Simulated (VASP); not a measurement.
An input for Ansatz (written as the equivalent of a VASP run, and not itself run):

Ansatz 0.2 input:
```yaml
crystal:
  lattice:
    - [0.0000000, 2.4780514, 2.4780514]
    - [2.4780514, 0.0000000, 2.4780514]
    - [2.4780514, 2.4780514, 0.0000000]
  atoms:
    - { symbol: Be, position: [0.0000000, 0.0000000, 0.0000000] }
    - { symbol: S, position: [0.2500000, 0.2500000, 0.2500000] }
kpoints:
  mp_grid: { grid: [9, 9, 9] }
hamiltonian:
  xc: revpbe
  pseudopotentials: { kind: paw }
scf:
  occupations: { method: gaussian, width: 0.05 }
  max_iter: 100
output: { forces: true, stress: true, eigenvalues: true }
```

### Question
Write the VASP files for the same calculation (revPBE).

### Answer
Several could match; the one computed here: 
### KPOINTS
```
Automatic mesh
0
Gamma
9 9 9
0 0 0
```

INCAR:
```
# general
SYSTEM = BeS
PREC   = Accurate
ENCUT  = 520   # plane-wave cut-off (eV)
LREAL  = .FALSE.   # projection in real space or not
LASPH  = .TRUE.

# electronic loop
EDIFF  = 1E-7
NELM   = 100   # most electronic steps
ALGO   = Normal

# smearing
ISMEAR = 0   # Gaussian
SIGMA  = 0.05   # width (eV)

# functional
GGA    = RE

# ions
ISIF   = 2

# output
LWAVE  = .FALSE.
LCHARG = .FALSE.
```

### POSCAR
```
BeS
1
    0.0000000000     2.4780513628     2.4780513628
    2.4780513628     0.0000000000     2.4780513628
    2.4780513628     2.4780513628     0.0000000000
Be S
1 1
Direct
  0.0000000000   0.0000000000   0.0000000000
  0.2500000000   0.2500000000   0.2500000000
```

POTCAR, in this order: Be S (PBE.64 set). Program: vasp_std.

What does not carry over: each code has its own PAW files, so the cut-off isn't converted (ENCUT is set for VASP's; basis.ecutwfc is left out, and Ansatz then takes the one that its files recommend); Ansatz stops its SCF on the density residual and VASP on the energy change (EDIFF).

The compound is BeS in the zinc blende structure. This cell is one point of a volume scan, at 1.03 of the reference volume.
